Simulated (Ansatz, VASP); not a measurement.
# One calculation of TeP2, two programs

The input INCAR:

```
SYSTEM = TeP2
  PREC = Accurate
  ENCUT = 520
  EDIFF = 1E-7
  ISMEAR = 0
  SIGMA = 0.1
  LREAL = .False.
  LASPH = .True.
  NELM = 80
  ALGO = Normal
  ISIF = 2
  LWAVE = .False.
  LCHARG = .True.
  GGA = PE
  LELF = .True.
  LVHAR = .True.
  NBANDS = 15
```

KPOINTS

```
regular mesh
0
Gamma
  6 6 6
  0 0 0
```

POSCAR

```
TeP2
1.0
    0.0000000000      3.1157500700      3.1157500700
    3.1157500700      0.0000000000      3.1157500700
    3.1157500700      3.1157500700      0.0000000000
Te P
1 2
Direct
    0.0000000000      0.0000000000      0.0000000000
    0.2500000000      0.2500000000      0.2500000000
    0.7500000000      0.7500000000      0.7500000000
```

Input for Ansatz:

```yaml
crystal:
  lattice:
    - [0.0, 3.11575007, 3.11575007]
    - [3.11575007, 0.0, 3.11575007]
    - [3.11575007, 3.11575007, 0.0]
  atoms:
    - { symbol: Te, position: [0.0, 0.0, 0.0] }
    - { symbol: P, position: [0.25, 0.25, 0.25] }
    - { symbol: P, position: [0.75, 0.75, 0.75] }
basis:
  ecutwfc: 420
kpoints:
  mp_grid: { grid: [6, 6, 6] }
hamiltonian:
  xc: pbe
scf:
  occupations: { method: gaussian, width: 0.1 }
  lower_state_search: "off"
output:
  forces: true
  stress: true
  eigenvalues: true
```

Change from the starting cell: species swapped into the CeO2 type (Fm-3m, No. 225).

Alike in both runs: task single point; functional PBE; k mesh 6 × 6 × 6; occupations gaussian, width 0.1 eV; no spin polarisation.

|  | VASP | Ansatz |
| --- | --- | --- |
| version | VASP 6.6.1 | Ansatz 0.2.0 |
| potentials or method | VASP PAW PBE potentials, release 64 (Te, P) | scalar-relativistic, plane waves, PAW |
| plane-wave cutoff (eV) | 520 | 420 |
| valence electrons in the cell | 16 | 26 |

```tsv
	VASP	Ansatz	Ansatz less VASP
gap on the k mesh at the Fermi level (eV)	none	none	-
pressure (GPa)	12.0	12.1	+0.07
```

A gap of «none» marks a metal or a gap that the smearing closes. The two sets of potentials don't hold the same shells in valence.

Spin-orbit coupling is left out, which matters for the levels of Te.
